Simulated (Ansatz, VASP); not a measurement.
**Mg (Magnesium): VASP beside Ansatz**

Aim: how closely do two programs agree when they are given the same cell, functional and k mesh? The cell is taken from a series of runs on this material, whose earlier steps may have relaxed, scaled, displaced or heated it; both programs get it as it stands.

Program: Ansatz 0.2.0. Level of theory: plane waves, with VASP 6.6.1 beside it; zone-centre phonons at LDA. Results are calculated unless marked as measured.

## Step 1: The structure

It takes space group P6_3/mmc (No. 194, hexagonal). Conventional cell: a = 3.083 Å, b = 3.083 Å, c = 4.932 Å, α = 90.00°, β = 90.00°, γ = 120.00°. Nearest to Mg lie 12 Mg at 3.04 to 3.08 Å.

As a file:

```
Mg
1.0
     3.08336    0.00000    0.00000
    -1.54168    2.67027    0.00000
     0.00000    0.00000    4.93221
Mg
2
Direct
  0.33333 0.66667 0.25000
  0.66667 0.33333 0.75000
```

## Step 2: VASP: zone-centre phonons, LDA, pair 1

Second derivatives magnify differences that forces hide, and they need a tight electronic threshold.

Lines of VASP's logs that name or quote its potential files are left out, and so is its time.

The input, INCAR:

```
SYSTEM = Mg
PREC = Accurate
ENCUT = 600
EDIFF = 1E-08
NELM = 120
ISMEAR = 1
SIGMA = 0.2
LREAL = .FALSE.
ALGO = Normal
GGA = CA
NBANDS = 8
LORBIT = 11
LWAVE = .FALSE.
LCHARG = .FALSE.
ISIF = 2
IBRION = 8
LASPH = .TRUE.
GGA_COMPAT = .FALSE.
KPAR = 2
```

The input, POSCAR:

```
Mg
1.0
    3.0833627257      0.0000000000      0.0000000000
   -1.5416813629      2.6702704495      0.0000000000
    0.0000000000      0.0000000000      4.9322115309
Mg
2
Direct
    0.3333333333      0.6666666667      0.2500000000
    0.6666666667      0.3333333333      0.7500000000
```

The input, KPOINTS:

```
Automatic mesh
0
Gamma
15 15 8
0 0 0
```

Potentials, in the order of the species: Mg (LDA family, release 64).

Command:

```bash
mpirun -np 2 vasp_std
```

Numbers of over 12 decimals in the logs are rounded to 6 here.

Log:

```text
[banner, memory and clock lines left out]
running    2 mpi-ranks, on    1 nodes
 distrk:  each k-point on    1 cores,    2 groups
 distr:  one band on    1 cores,    1 groups

 POSCAR found type information on POSCAR Mg
 POSCAR found :  1 types and       2 ions
 LDA part: xc-table for (Slater(with rela. corr.)+CA(PZ))
 , standard interpolation
 POSCAR, INCAR and KPOINTS ok, starting setup
 FFT: planning ... GRIDC
 FFT: planning ... GRID_SOFT
 FFT: planning ... GRID
 WAVECAR not read
 entering main loop
       N       E                     dE             d eps       ncg     rms          rms(c)
DAV:   1    -0.692208365858E+00   -0.69221E+00   -0.14592E+03  2160   0.403E+02
DAV:   2    -0.361225637474E+01   -0.29200E+01   -0.27734E+01  3032   0.245E+01
DAV:   3    -0.362753880379E+01   -0.15282E-01   -0.15283E-01  2872   0.225E+00
DAV:   4    -0.362757504283E+01   -0.36239E-04   -0.36237E-04  3152   0.928E-02
DAV:   5    -0.362757510230E+01   -0.59469E-07   -0.59553E-07  2832   0.232E-03    0.938E-01
DAV:   6    -0.361499377726E+01    0.12581E-01   -0.39303E-04  2688   0.127E-01    0.596E-01
DAV:   7    -0.360534347177E+01    0.96503E-02   -0.13890E-03  2304   0.234E-01    0.288E-02
DAV:   8    -0.360533031668E+01    0.13155E-04   -0.14825E-05  3480   0.222E-02    0.663E-03
DAV:   9    -0.360532924272E+01    0.10740E-05   -0.84368E-07  2480   0.504E-03    0.598E-04
DAV:  10    -0.360532920624E+01    0.36476E-07   -0.46827E-09  3096   0.458E-04    0.117E-04
DAV:  11    -0.360532920626E+01   -0.18929E-10   -0.95487E-11  1600   0.812E-05
   1 F= -.36053292E+01 E0= -.36049225E+01  d E =-.122004E-02
 Linear response reoptimize wavefunctions to high precision
DAV:   1    -0.360532920626E+01   -0.78160E-12   -0.54057E-12  2192   0.128E-05
 Linear response DOF=           2
 Linear response progress:
  Degree of freedom:   1/  2
       N       E                     dE             d eps       ncg     rms          rms(c)
RMM:   1    -0.142450528392E-02   -0.14245E-02   -0.11044E-03 16461   0.190E-01
RMM:   2    -0.142889056973E-02   -0.43853E-05   -0.69299E-06 14007   0.147E-02    0.219E-02
RMM:   3    -0.141715650750E-02    0.11734E-04   -0.24819E-07 14335   0.384E-03    0.139E-02
RMM:   4    -0.142092952603E-02   -0.37730E-05   -0.51701E-07 13616   0.575E-03    0.622E-04
RMM:   5    -0.142143502969E-02   -0.50550E-06   -0.94919E-09 14811   0.525E-04    0.110E-04
RMM:   6    -0.142148234349E-02   -0.47314E-07   -0.82248E-11 14774   0.600E-05    0.121E-05
RMM:   7    -0.142151395930E-02   -0.31616E-07    0.12683E-10 15540   0.108E-05    0.208E-06
RMM:   8    -0.142151032657E-02    0.36327E-08    0.92131E-11 13373   0.242E-06    0.269E-07
 first order change of Fermi-energy  -0.20925E-09
 force on displaced ion       1 direction 1 :  -0.921   0.000   0.000
 Linear response progress:
  Degree of freedom:   2/  2
       N       E                     dE             d eps       ncg     rms          rms(c)
RMM:   1    -0.143457243785E-01   -0.14346E-01   -0.80452E-02  6934   0.319E-01
RMM:   2    -0.436071043140E-02    0.99850E-02   -0.98289E-04  4749   0.414E-02    0.334E-02
RMM:   3    -0.424436295323E-02    0.11635E-03   -0.12829E-05  4776   0.141E-02    0.145E-02
RMM:   4    -0.428248556646E-02   -0.38123E-04   -0.60835E-06  4837   0.705E-03    0.533E-03
RMM:   5    -0.428607686794E-02   -0.35913E-05   -0.28137E-06  4902   0.268E-03    0.237E-04
RMM:   6    -0.428617604578E-02   -0.99178E-07    0.67317E-07  4960   0.254E-04    0.136E-04
RMM:   7    -0.428636383264E-02   -0.18779E-06   -0.17007E-07  5058   0.787E-05    0.664E-06
RMM:   8    -0.428638810808E-02   -0.24275E-07    0.18751E-08  5164   0.110E-05    0.238E-06
RMM:   9    -0.428638219954E-02    0.59085E-08   -0.10443E-08  4863   0.281E-06    0.690E-07
 first order change of Fermi-energy  -0.37189E-05
 force on displaced ion       1 direction 3 :   0.000  -0.000  -3.773
 Linear response finished
```

Parts of OUTCAR (step 2):

```text
ion  position               nearest neighbor table
   1  0.333  0.667  0.250-   2 3.04   2 3.04   2 3.04   2 3.04   2 3.04   2 3.04
   2  0.667  0.333  0.750-   1 3.04   1 3.04   1 3.04   1 3.04   1 3.04   1 3.04

  LATTYP: Found a hexagonal cell.
 ALAT       =     3.0833627257
 C/A-ratio  =     1.5996209235

 Subroutine GETGRP returns: Found 24 space group operations
 (whereof 12 operations were pure point group operations)

The static configuration has the point symmetry D_3d.
 The point group associated with its full space group is D_6h.

 Found    135 irreducible k-points:

   k-points           NKPTS =    135   k-points in BZ     NKDIM =    135   number of bands    NBANDS=      8

   dimension x,y,z NGX =    28 NGY =   28 NGZ =   40
   dimension x,y,z NGXF=    56 NGYF=   56 NGZF=   80

   ENCUT  =  600.0 eV  44.10 Ry    6.64 a.u.   6.16  6.16  9.85*2*pi/ulx,y,z

   NELECT =       4.0000    total number of electrons

 k-points in reciprocal lattice and weights: Automatic mesh
   0.00000000  0.00000000  0.00000000       0.001
   0.06666667  0.00000000  0.00000000       0.003
   0.13333333 -0.00000000  0.00000000       0.003
   0.20000000  0.00000000  0.00000000       0.003
   0.26666667 -0.00000000  0.00000000       0.003
   0.33333333 -0.00000000  0.00000000       0.003
   0.40000000  0.00000000  0.00000000       0.003
   0.46666667 -0.00000000  0.00000000       0.003
   0.06666667  0.06666667  0.00000000       0.003
[...]
0.33333333  0.26666667  0.50000000       0.007
   0.33333333  0.33333333  0.50000000       0.001

 average (electrostatic) potential at core
       1 -38.5264       2 -38.5264

  Total        0.6182790      0.6182790      0.6219718     -0.0000000      0.0000000      0.0000000
  in kB       24.3934656     24.3934656     24.5391602     -0.0000000      0.0000000      0.0000000
  external PRESSURE =      24.4420305 kB  Pullay stress =       0.0000000 kB

  energy-cutoff  :      600.00
  volume of cell :       40.61
      direct lattice vectors                 reciprocal lattice vectors
     3.083362726  0.000000000  0.000000000     0.324321233  0.187246951  0.000000000
    -1.541681363  2.670270449  0.000000000     0.000000000  0.374493902  0.000000000
     0.000000000  0.000000000  4.932211531     0.000000000  0.000000000  0.202748806

 POSITION                                       TOTAL-FORCE (eV/Angst)
 -----------------------------------------------------------------------------------
     -0.00000      1.78018      1.23305        -0.000000     -0.000000      0.000000
      1.54168      0.89009      3.69916         0.000000      0.000000      0.000000
 -----------------------------------------------------------------------------------
    total drift:                                0.000000     -0.000000      0.000000

 Eigenvectors and eigenvalues of the dynamical matrix
 ----------------------------------------------------

   1 f  =    8.710381 THz    54.728936 2PiTHz  290.547025 cm-1    36.023224 meV
             X         Y         Z           dx          dy          dz
     -0.000000  1.780180  1.233053     0.000000    0.000000    0.707107
      1.541681  0.890090  3.699159    -0.000000    0.000000   -0.707107

   2 f  =    4.303133 THz    27.037379 2PiTHz  143.537052 cm-1    17.796318 meV
             X         Y         Z           dx          dy          dz
     -0.000000  1.780180  1.233053    -0.633919    0.313283    0.000000
      1.541681  0.890090  3.699159     0.633919   -0.313283   -0.000000

   3 f  =    4.303133 THz    27.037379 2PiTHz  143.537052 cm-1    17.796318 meV
             X         Y         Z           dx          dy          dz
     -0.000000  1.780180  1.233053    -0.313283   -0.633919   -0.000000
      1.541681  0.890090  3.699159     0.313283    0.633919    0.000000

   4 f/i=    0.000000 THz     0.000000 2PiTHz    0.000000 cm-1     0.000000 meV
             X         Y         Z           dx          dy          dz
     -0.000000  1.780180  1.233053     0.684427   -0.168906   -0.055045
      1.541681  0.890090  3.699159     0.684427   -0.168906   -0.055045

   5 f/i=    0.000000 THz     0.000000 2PiTHz    0.000002 cm-1     0.000000 meV
             X         Y         Z           dx          dy          dz
     -0.000000  1.780180  1.233053     0.176584    0.622879    0.284324
      1.541681  0.890090  3.699159     0.176584    0.622879    0.284324

   6 f/i=    0.000000 THz     0.000001 2PiTHz    0.000003 cm-1     0.000000 meV
             X         Y         Z           dx          dy          dz
     -0.000000  1.780180  1.233053    -0.019428   -0.288951    0.645081
      1.541681  0.890090  3.699159    -0.019428   -0.288951    0.645081

 ELASTIC MODULI CONTR FROM IONIC RELAXATION (kBar)
 Direction    XX          YY          ZZ          XY          YZ          ZX
 --------------------------------------------------------------------------------
 XX         -51.8314     51.8314      0.0000      0.0000      0.0000     -0.0000
 YY          51.8314    -51.8314     -0.0000      0.0000     -0.0000      0.0000
 ZZ           0.0000     -0.0000     -0.0000     -0.0000      0.0000     -0.0000
 XY           0.0000      0.0000     -0.0000    -51.8314      0.0000     -0.0000
 YZ           0.0000     -0.0000      0.0000      0.0000     -0.0000      0.0000
 ZX          -0.0000      0.0000     -0.0000     -0.0000      0.0000     -0.0000
 --------------------------------------------------------------------------------
```

## Step 3: Ansatz: zone-centre phonons, LDA, pair 1

Ansatz runs on its PAW soft_1 files.

The same cell, functional (in two slightly different forms), mesh and smearing now go to Ansatz, which takes its cutoff from its data sets.

The input, input.yaml:

```yaml
crystal:
  lattice:
    - [3.0833627257, 0.0, 0.0]
    - [-1.5416813629, 2.6702704495, 0.0]
    - [0.0, 0.0, 4.9322115309]
  atoms:
    - { symbol: Mg, position: [0.3333333333, 0.6666666667, 0.25] }
    - { symbol: Mg, position: [0.6666666667, 0.3333333333, 0.75] }
kpoints:
  mp_grid: { grid: [15, 15, 8] }
hamiltonian:
  xc: lda
  pseudopotentials: { kind: paw, azcp: { folder: soft_1 }, xc_functional: pbe }
scf:
  occupations: { method: methfessel_paxton, width: 0.2 }
output:
  eigenvalues: true
phonons:
  method: dfpt
```

Command:

```bash
ansatz run input.yaml --threads 4 --pin off --max-ram 10240MiB --backend cpu --events-out ev --progress --plain --runs-dir out
```

Log:

```text
zone centre: on kpoints.mp_grid the ground state, and the responses unless they are solved on pairs of k-points, stand on 320 of the mesh's 1800 k-points, reduced under 4 symmetry operations, with k and −k counted as one. Each operation leaves every solved displacement unchanged or reverses it
Engine: ansatz 0.2.0, aarch64-unknown-linux-gnu
Pseudopotentials: kind: paw
Pseudopotential: Mg, paw, valence charge 10, recommended cutoff 420 eV (normal), soft_1/Mg.paw.azcp
Functional definition: SPW92
  exchange = slater_x
  correlation = pw_c
Crystal: 2 atoms, lattice volume = 40.609 Å³
Basis set: ecut = 420 eV, 785 PW (Γ), exchange–correlation on 48×48×72 points (8 copies of the dense FFT grid, shifted against one another)
Bands: 14, of which v1, the nominal top of the filled ones, is band 10 counted from 1 (9 counted from 0)
Symmetry: 24 space group operations
k-points: 320 of 1800 (irreducible under 4 space group operations, time reversal used)
Non-local potential: Mg, projectors of the file, l = 0: 3, l = 1: 2, l = 2: 1
PAW form: soft (Blöchl's): semilocal exchange-correlation on the pseudo side does not see the compensation charge
PAW frozen core: Mg, regenerated for the run's functional, and the local potential with it (the file was generated under x = pbe(κ = 0.804, μ = 0.219515), c = pbe(β = 0.066725))
PAW one-centre angular grid: Mg, 110 points (default); XC on 64 Gauss nodes
Initial density: superposition of atomic densities (chi_scale 0.1, normalization cell)
Initial wavefunctions: pseudopotential atomic-orbital guess
Functional: x = slater, c = lda
SCF iter   1: F=—  HF=-3803.240575 eV  |F-HF|=—  |Δ(HF+E_count)|=         —  Δρ=1.56e-2  dr2=1.06e-1  ethr=3.10e-3  ⟨swp⟩=5.0  Hψ=22683  notcnv=0
preconditioner: auto → none  [metal: Δε(μ)=0.006 eV  Ē_g=7.405 eV  σ=0.200 eV  W_gap=0.02  n_scr=8 (ndim 8)  ℏωp=11.7 eV  f_vac=0.000  D(μ)=0.83/eV (n_scr^D=2)  sad-step TF]
SCF iter   2: F=—  HF=-3803.209198 eV  |F-HF|=—  |Δ(HF+E_count)|=   3.14e-2  S|Δr|=    0.00e0  Δρ=1.00e-2  dr2=4.98e-2  ethr=5.31e-4  ⟨swp⟩=1.0  Hψ=7040  notcnv=0
SCF iter   3: F=—  HF=-3803.187066 eV  |F-HF|=—  |Δ(HF+E_count)|=   2.21e-2  S|Δr|=    0.00e0  Δρ=9.99e-4  dr2=2.94e-4  ethr=2.49e-4  ⟨swp⟩=2.5  Hψ=7006  notcnv=0
SCF iter   4: F=—  HF=-3803.187172 eV  |F-HF|=—  |Δ(HF+E_count)|=   1.06e-4  S|Δr|=    0.00e0  Δρ=5.99e-5  dr2=5.32e-7  ethr=1.47e-6  ⟨swp⟩=2.0  Hψ=7050  notcnv=0
SCF iter   5: F=—  HF=-3803.187174 eV  |F-HF|=—  |Δ(HF+E_count)|=   2.37e-6  S|Δr|=    0.00e0  Δρ=6.83e-6  dr2=7.21e-9  ethr=2.66e-9  ⟨swp⟩=2.1  Hψ=6964  notcnv=0
SCF iter   6: F=—  HF=-3803.187174 eV  |F-HF|=—  |Δ(HF+E_count)|=   1.18e-9  S|Δr|=    0.00e0  Δρ=1.22e-6  dr2=1.90e-10  ethr=3.61e-11  ⟨swp⟩=2.0  Hψ=7695  notcnv=0
SCF iter   7: F=-3803.187174 eV  HF=-3803.187174 eV  |F-HF|=3.64e-12  |Δ(HF+E_count)|=  2.97e-10  S|Δr|=    0.00e0  Δρ=8.84e-8  dr2=1.08e-12  ethr=1.00e-12  ⟨swp⟩=6.2  Hψ=23332  notcnv=0
SCF 1 converged in 7 iterations: F = -3803.187174 eV  dr2 = 1.08e-12
  greatest PAW one-centre occupation: 1.000 electrons in one spin orbital (limit 2), on the Mg atom at site 1 (counted from 0), in its partial waves of l = 1
DFPT response loops at Γ: preconditioner auto → Kerker (q_TF=auto, 2.425 Å⁻¹) (partly filled bands, converged f_vac=0.000); β = 1.00, the filter's whole step (`scf.mixing.beta` (0.50) is not read by the response loops under this deck's `scf.mixing.preconditioner`; to damp them name `kerker` or `kerker_dos`, under which they read `scf.mixing.beta`, and type it under 1.00, their step now; both keys bind the ground state too); Broyden in place of MSR1
SCF converged after 7 iterations
Stability not checked: this state was not tested for a lower state beside it, because cold or Methfessel-Paxton smearing, or corrected tetrahedra, fill the levels in a way that the test cannot read (fill_not_monotonic; see scf.lower_state_search)
Free energy (F): -3803.187174 eV
Harris-Foulkes:  -3803.187174 eV  (|F-HF|=3.64e-12)
Internal energy: -3803.185913 eV  (E = F + TS)
E sigma→0 (E₀):  -3803.186859 eV
Entropy (-TS):   -0.001261 eV (-0.630 meV/atom)
Fermi energy:    6.461295 eV
--- Per-component energies (eV) ---
  E_band       = -694.303173
  E_kinetic    = 140.793511
  E_local      = -3328.787957  (includes V_loc(G=0)·N_el)
  E_nonlocal   = 391.940662
  E_hartree    = 1129.008890
  E_xc         = -52.600997
  E_vxc        = -68.338920  (∫ρ·V_xc dr)
  E_paw        = -559.503954  (= ΣΔE_a)
  E_vpaw       = -87.928043  (= ΣTr[D̂ρ^β])
  E_aug_tail   = -0.000262  (compensation charges beyond the density's cutoff)
  E_ewald      = -1524.336766
  E_core_change = 0.300959  (= ΣΔE_core)
  E_smearing   = -0.001261  (= −TS)
  E_closure    = -0.000000  (closes the sum)
  Σ components = -3803.187174   (vs F -3803.187174, Δ=0.00e0)
--- Band table (eV; the first three rows and the last of 320) ---
  k-point 0: bands = [... 6 lower, -36.1090, -36.1089, -0.9928, 4.7063, 5.3414, 17.9015, 17.9015, 18.1682]
  k-point 1: bands = [... 6 lower, -36.1093, -36.1093, -0.8956, 3.6160, 6.5939, 17.9727, 17.9727, 18.2240]
  k-point 2: bands = [... 6 lower, -36.1102, -36.1102, -0.6046, 2.4269, 8.2696, 16.3578, 18.1763, 18.1763]
  k-point 319: bands = [... 6 lower, -36.1193, -36.1193, 3.8846, 3.8846, 9.0428, 9.0428, 10.6711, 10.6711]
--- Phonons (Γ-DFPT): 2 representative perturbations + reference, on 320 of 1800 k-points (Σ response iterations 6) ---
  k mesh reduced under 4 symmetry operations, with k and −k counted as one. Each operation leaves every solved displacement unchanged or reverses it
  ASR residual: 6.328e-5 → 0.000e0 eV/Å²; symmetrization residual: 2.013e-10 eV/Å²
  ASR residual per site (eV/Å²): 6.33e-5 6.33e-5
  Γ frequencies (cm⁻¹): 0.00 0.00 0.00 142.91 142.91 289.25
  non-analytic LO–TO correction: not included (Born effective charges unavailable; polar crystals: no LO–TO splitting at Γ)
```

In the SCF lines HF is the Harris–Foulkes energy and dr2 the Hartree energy of the density residual, in eV; the loop may stop once dr2 is under the threshold and the program's other checks hold. Hψ counts applications of the Hamiltonian.

## Step 4: Differences

Known differences besides the potentials themselves: the two LDA forms differ slightly; the data sets hold 20 valence electrons in Ansatz (on its PAW soft_1 files) and 4 in VASP; the cutoff is 420 eV in Ansatz and 600 eV in VASP; VASP's log shows a relativistic correction to its local exchange, Ansatz's none. Total energies have different zeros and are not compared.

The two programs side by side:

```
                  quantity  Ansatz   VASP  difference
optical mode 1 to 2 (cm⁻¹)   142.9  143.5     -0.44 %
     optical mode 3 (cm⁻¹)   289.2  290.5     -0.45 %
```

Modes are paired by rising frequency, not by their patterns, so a pair may set unlike modes beside each other; they are those without the splitting of longitudinal modes.

(Part 1 of 2 ends here.)

[Lines on the potential files, build, host, timing and source positions are cut from VASP's logs without a mark.]

[Logs are printed without paths, hosts, clocks, repeated set-up lines and the standing remarks that a program may print on its own settings, such as how far it seeks lower states.]

[Hosts, paths, dates, database ids (printed as entryN), source tags and the programs' standing remarks are cut or masked in the printed files.]
